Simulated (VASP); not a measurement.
ZnGaP, 3 atoms in the cell. The structure is tetragonal, space group P4/mmm (No. 123). The conventional cell has a = 3.803 Å, b = 3.803 Å, c = 4.487 Å, α = 90.00°, β = 90.00°, γ = 90.00°. Zn (site symmetry 4/mmm) is surrounded by 2 P at 2.24 Å. Ga (site symmetry 4/mmm) is surrounded by 4 Zn at 2.69 Å. Around P (site symmetry 4/mmm) lie 2 Zn at 2.24 Å. The cell was built by a generator and needn't be a form met in nature. The cell isn't the ideal one: species swapped into the TmCoC type (Pmmm, No. 47).

| Quantity | Value |
| --- | --- |
| Program | VASP 6.6.1 |
| Task | single point |
| Functional | PBE |
| Potentials or basis | VASP PAW PBE potentials, release 64 (Zn, Ga_d, P) |
| Cutoff | 520 eV |
| k mesh | 12 × 12 × 10 |
| Occupations | gaussian, width 0.1 eV |
| Spin | no spin polarisation |
| Dipole correction | no |
| Further INCAR settings | ALGO = Fast; EDIFF = 1e-06; NBANDS = 22 |

Potentials or basis: VASP PAW PBE potentials, release 64 (Zn, Ga_d, P).

Command:

```bash
$ cat potpaw_PBE.64/Zn/POTCAR potpaw_PBE.64/Ga_d/POTCAR potpaw_PBE.64/P/POTCAR > POTCAR
$ mpirun -np 1 vasp_std > vasp.out
```

Hardware: 1 thread of AMD EPYC 9R45 96-Core Processor (Zen 5), with other jobs on the host.

How long does it take, and how much memory?

Wall time 2.1 min on 1 thread of AMD EPYC 9R45 96-Core Processor (Zen 5) (shared host), peak memory 0.33 GiB. Counts: scf iterations 14, k points 168.
